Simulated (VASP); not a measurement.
Energy against volume of P (black). All values below come from vdW-DF-cx, VASP's PBE PAW potentials (set 64) (plane waves; VASP). Numerical set-up: 520 eV cut-off, 10×10×7 Γ-centred mesh, first-order Methfessel-Paxton smearing of 0.10 eV, potentials P.

Shape and ions are relaxed at each volume.

| V (Å³/atom) | E (eV/atom) |
|---|---|
| 17.116 | -4.17850 |
| 17.662 | -4.18390 |
| 18.208 | -4.18576 |
| 18.754 | -4.18459 |

Q: Fit these four points and predict the energy of the run at 19.301 Å³/atom.

A: A cubic in V^(−2/3), the third-order Birch-Murnaghan form, passes through the four points with V0 = 18.26 Å³/atom and B0 = 29 GPa, and gives -4.1808 eV/atom there. The run gave -4.1811 eV/atom, -0.3 meV/atom from the fit; all five points give B0 = 28 GPa.

The compound is P in the black structure. It was relaxed first.
